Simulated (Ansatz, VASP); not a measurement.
Given: the input of a run of Ansatz 0.2.0 on MgW.

The input input.yaml:

```yaml
crystal:
  lattice:
    - [4.68, 0.0, 0.0]
    - [0.0, 5.66, 0.0]
    - [-0.0283370091, 0.0, 4.919918395]
  atoms:
    - { symbol: W, position: [0.0, 0.182, 0.25] }
    - { symbol: W, position: [0.0, 0.818, 0.75] }
    - { symbol: Mg, position: [0.5, 0.68, 0.25] }
    - { symbol: Mg, position: [0.5, 0.32, 0.75] }
hamiltonian:
  xc: pbe
  pseudopotentials: { kind: paw }
kpoints:
  mp_grid: { grid: [6, 5, 6] }
scf:
  occupations: { method: fermi_dirac, width: 0.05 }
output:
  forces: true
  stress: true
  eigenvalues: true
```

Potentials or basis: Ansatz PAW.

Launch:

```console
$ ansatz run input.yaml --threads 2 --pin off --max-ram 5120MiB --backend cpu --events-out ev --progress --plain --runs-dir out
```

Problem. Translate it to VASP 6.6.1. Potentials there: VASP PAW PBE potentials, release 64 (W_sv, Mg).

Solution. As run (the cutoff follows the program's own potentials):

Contents of INCAR:

```
SYSTEM = MgW
PREC = Accurate
ENCUT = 520
EDIFF = 1E-7
ISMEAR = -1
SIGMA = 0.05
LREAL = .FALSE.
LASPH = .TRUE.
NELM = 80
ALGO = Normal
ISIF = 2
LWAVE = .FALSE.
LCHARG = .FALSE.
GGA = PE
NBANDS = 24
```

Contents of KPOINTS:

```
Automatic mesh
0
G
  6 5 6
  0 0 0
```

Contents of POSCAR:

```
MgW
1.0
    4.6800000000      0.0000000000      0.0000000000
    0.0000000000      5.6600000000      0.0000000000
   -0.0283370091      0.0000000000      4.9199183950
W Mg
2 2
Direct
    0.0000000000      0.1820000000      0.2500000000
    0.0000000000      0.8180000000      0.7500000000
    0.5000000000      0.6800000000      0.2500000000
    0.5000000000      0.3200000000      0.7500000000
```

Potentials or basis: VASP PAW PBE potentials, release 64 (W_sv, Mg).

Run with:

```console
$ cat potpaw_PBE.64/W_sv/POTCAR potpaw_PBE.64/Mg/POTCAR > POTCAR
$ mpirun -np 1 vasp_std > vasp.out
```

Both were run:

|  | VASP | Ansatz | Ansatz less VASP |
| --- | --- | --- | --- |
| gap on the k mesh at the Fermi level (eV) | none | none | - |
| pressure (GPa) | -20.6 | -20.6 | +0.06 |
| largest component of the traceless stress (GPa) | 4.30 | 4.30 | 0.000 |
| rms of the force components (eV/Å) | 1.174 | 1.176 | +0.0024 |

Atom by atom the forces differ by 0.003 eV/Å (rms over components). A gap of «none» marks a metal or a gap that the smearing closes. The functional is the same, so the differences come from potentials, cutoffs and numerics. The two sets of potentials don't hold the same shells in valence.

Caveats: so large a pressure means that the cell lies far from this level's equilibrium, or that cutoff or potentials fall short; forces of over 1 eV/Å show positions far from the minimum, so gaps and moduli don't describe the material at rest. The runs have no spin-orbit coupling, so splittings on W are missing.
